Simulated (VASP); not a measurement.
GaN (wurtzite), at 1.04 of the tabulated volume:

```
GaN
1.0
    1.61599    -2.79897     0.00000
    1.61599     2.79897     0.00000
    0.00000     0.00000     5.25830
Ga N
2 2
Direct
  0.66667   0.33333   0.50000
  0.33333   0.66667   0.00000
  0.66667   0.33333   0.87700
  0.33333   0.66667   0.37700
```

The lowest empty band near Γ, direction in plane, from mBJ (TB09) with spin-orbit coupling in VASP (PAW); its two spin partners are averaged. The gap over the points computed is 2.84 eV, and the next band on that side lies 2.56 eV away at the edge.

Numerical set-up: 520 eV cut-off, 9×9×5 Γ-centred mesh, Gaussian smearing of 0.050 eV, potentials Ga_d N.

```tsv
distance from the edge in k (1/Å)	distance in energy (meV)
0.018	5.4
0.025	10.3
0.035	20.1
0.050	40.8
0.070	78.8
```

**Question.** Fit E(1 + αE) = ħ²k²/2m* (ħ²/2m0 = 3.810 eV Å²) and predict the row at 0.095 1/Å.

**Answer.** Least squares on the energies gives the electron mass m* = 0.230 m0 and α = 0.38 per eV, and so 141.8 meV. The run gave 141.6 meV, -0.2 meV from the fit.

Left out are points under 3 meV from the edge, since the levels carry 0.1 meV, and points farther than half the way to the next band.

The compound is GaN in the wurtzite structure. The cell was not relaxed at this level.
